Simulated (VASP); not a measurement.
Given:

```
CELL_PARAMETERS angstrom
      0.00000     1.96000     1.96000
      1.96000     0.00000     1.96000
      1.96000     1.96000     0.00000
ATOMIC_POSITIONS crystal
  Pt 0.00000 0.00000 0.00000
```

The numbers are results of SCAN meta-GGA, VASP's PBE PAW potentials (set 64) (plane waves; VASP), not measurements. Numerical set-up: 520 eV cut-off, 14×14×14 Γ-centred mesh, first-order Methfessel-Paxton smearing of 0.10 eV, potentials Pt.

Problem. The ions, cell shape and volume are relaxed. Give the cell that the relaxation ends in.

Solution. 
```
CELL_PARAMETERS angstrom
      0.00000     1.94833     1.94833
      1.94833     0.00000     1.94833
      1.94833     1.94833     0.00000
ATOMIC_POSITIONS crystal
  Pt 0.00000 0.00000 0.00000
```
Space group Fm-3m (225), at a tolerance of 0.03 Å.

Problem. How do energy and volume change from the first to the last step?

Solution. The energy (σ→0) changes by -4.5 meV/atom and the volume by -1.8 %, in 7 ionic steps.

| step | E(σ→0) (eV) | max force (eV/Å) | pressure (GPa) | volume (Å³) |
|---|---|---|---|---|
| 1 | -70.2585 | 0.000 | -5.00 | 15.06 |
| 2 | -70.2265 | 0.000 | 17.01 | 14.06 |
| 3 | -70.2631 | 0.000 | -0.18 | 14.79 |
| 4 | -70.2631 | 0.000 | 0.11 | 14.78 |
| 5 | -70.2630 | 0.000 | -0.31 | 14.80 |
| 6 | -70.2631 | 0.000 | 0.15 | 14.79 |
| 7 | -70.2631 | 0.000 | -0.02 | 14.79 |

The compound is Pt in the fcc structure. This run relaxes it. Symmetry was kept, so distortions that lower it aren't found.
